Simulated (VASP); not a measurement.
Data:

```yaml
crystal:
  lattice:
    - [3.20222, 0.00000, 0.00000]
    - [0.00000, 3.20222, 0.00000]
    - [0.00000, 0.00000, 3.20222]
  atoms:
    - { symbol: Ti, position: [0.00000, 0.00000, 0.00000] }
    - { symbol: Se, position: [0.50000, 0.50000, 0.50000] }
```

Computed with PBE GGA, VASP's PBE PAW potentials (set 64) (plane waves; VASP 6.6.1). Settings: 400 eV cut-off, Gaussian smearing of 0.050 eV, potentials Ti_sv Se.

Q: Give the energies of bands 6 to 12 at the high-symmetry points, in eV from the Fermi level.

A: 
| band | Γ | X | M | R |
|---|---|---|---|---|
| 6 | -1.93 | -8.05 | -6.09 | -6.36 |
| 7 | -1.93 | -2.63 | -6.09 | -6.36 |
| 8 | -1.78 | -2.63 | -1.97 | -6.36 |
| 9 | -1.78 | -1.09 | -0.15 | 2.13 |
| 10 | -1.78 | 1.40 | 0.15 | 2.13 |
| 11 | 1.21 | 1.91 | 0.15 | 2.29 |
| 12 | 1.21 | 3.47 | 0.85 | 2.29 |

It has no gap at this level: it comes out as a metal or semimetal.

The structure was generated: TiSe was put into the CsCl type type (Pm-3m), which need not be its known phase. It was relaxed first, which changed the volume by -32 %.
